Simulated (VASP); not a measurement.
OSZICAR of a VASP run on In$_{2}$SbAs (space group R3m):

File OSZICAR:
```
       N       E                     dE             d eps       ncg     rms          rms(c)
DAV:   1     0.270856267446E+03    0.27086E+03   -0.13954E+04  1936   0.145E+03
DAV:   2     0.763093447931E+01   -0.26323E+03   -0.25879E+03  2026   0.371E+02
DAV:   3    -0.166879747809E+02   -0.24319E+02   -0.23949E+02  2438   0.135E+02
DAV:   4    -0.175603036974E+02   -0.87233E+00   -0.87092E+00  2230   0.298E+01
DAV:   5    -0.176094285750E+02   -0.49125E-01   -0.49122E-01  3112   0.576E+00    0.648E+00
DAV:   6    -0.172050992478E+02    0.40433E+00   -0.76316E-01  2654   0.127E+01    0.363E+00
DAV:   7    -0.171393278919E+02    0.65771E-01   -0.34220E-01  2958   0.517E+00    0.782E-01
DAV:   8    -0.171332583677E+02    0.60695E-02   -0.39906E-02  2678   0.249E+00    0.451E-01
DAV:   9    -0.171332765696E+02   -0.18202E-04   -0.31791E-03  2342   0.402E-01    0.285E-01
DAV:  10    -0.171332198048E+02    0.56765E-04   -0.68811E-04  2752   0.262E-01    0.850E-02
DAV:  11    -0.171332221693E+02   -0.23645E-05   -0.14482E-04  2524   0.140E-01    0.260E-02
DAV:  12    -0.171332217545E+02    0.41482E-06   -0.21949E-05  2868   0.417E-02    0.840E-03
DAV:  13    -0.171332221519E+02   -0.39738E-06   -0.38838E-06  1794   0.171E-02
   1 F= -.17133222E+02 E0= -.17133131E+02  d E =-.171332E+02
       N       E                     dE             d eps       ncg     rms          rms(c)
DAV:   1    -0.171350733908E+02   -0.18516E-02   -0.50490E-02  2338   0.370E+00    0.253E-01
DAV:   2    -0.171336542395E+02    0.14192E-02   -0.41776E-03  2404   0.119E+00    0.937E-02
DAV:   3    -0.171334091848E+02    0.24505E-03   -0.86769E-04  2458   0.499E-01    0.344E-02
DAV:   4    -0.171334056581E+02    0.35266E-05   -0.57040E-05  2298   0.697E-02    0.288E-02
DAV:   5    -0.171334011547E+02    0.45034E-05   -0.56013E-06  2464   0.289E-02    0.124E-02
DAV:   6    -0.171334003035E+02    0.85121E-06   -0.19159E-06  1400   0.137E-02
   2 F= -.17133400E+02 E0= -.17133309E+02  d E =-.178152E-03
       N       E                     dE             d eps       ncg     rms          rms(c)
DAV:   1    -0.171334183552E+02   -0.17200E-04   -0.44511E-04  2362   0.353E-01    0.233E-02
DAV:   2    -0.171334058208E+02    0.12534E-04   -0.36647E-05  2368   0.112E-01    0.874E-03
DAV:   3    -0.171334036772E+02    0.21436E-05   -0.76014E-06  1948   0.476E-02    0.364E-03
DAV:   4    -0.171334036520E+02    0.25240E-07   -0.56992E-07  1166   0.740E-03
   3 F= -.17133404E+02 E0= -.17133312E+02  d E =-.181500E-03
       N       E                     dE             d eps       ncg     rms          rms(c)
DAV:   1    -0.171334597730E+02   -0.56096E-04   -0.17039E-03  2344   0.679E-01    0.458E-02
DAV:   2    -0.171334121097E+02    0.47663E-04   -0.13885E-04  2404   0.216E-01    0.170E-02
DAV:   3    -0.171334037518E+02    0.83579E-05   -0.29362E-05  2326   0.916E-02    0.692E-03
DAV:   4    -0.171334036167E+02    0.13514E-06   -0.16152E-06  1184   0.128E-02
   4 F= -.17133404E+02 E0= -.17133312E+02  d E =-.181465E-03
       N       E                     dE             d eps       ncg     rms          rms(c)
DAV:   1    -0.171336339773E+02   -0.23023E-03   -0.10107E-02  2922   0.116E+00    0.849E-02
DAV:   2    -0.171335028661E+02    0.13111E-03   -0.50919E-04  2766   0.361E-01    0.335E-02
DAV:   3    -0.171334701405E+02    0.32726E-04   -0.93455E-05  2692   0.149E-01    0.133E-02
DAV:   4    -0.171334690428E+02    0.10977E-05   -0.10417E-05  2572   0.315E-02    0.800E-03
DAV:   5    -0.171334685121E+02    0.53076E-06   -0.43997E-07  1256   0.125E-02
   5 F= -.17133469E+02 E0= -.17133377E+02  d E =-.648954E-04
```

Task: Which electronic solver shows in the log?

Result: It is blocked Davidson (ALGO = Normal, or the opening steps of other solvers). The INCAR had ALGO = Normal.

Task: Can the final energy be trusted as converged?

Result: The run converged. It stopped with EDIFF = 1E-6, NELM = 100, NSW = 60 and EDIFFG = -0.02 after 5 ionic steps (LDA (Ceperley-Alder, Perdew-Zunger), plane waves, VASP's LDA PAW potentials (set 64)).

The structure comes from a computed database's In2SbAs entry (R3m); how it stands against other phases isn't given here. This run relaxes it. Symmetry was kept, so distortions that lower it aren't found. The start is the result of an earlier pass.
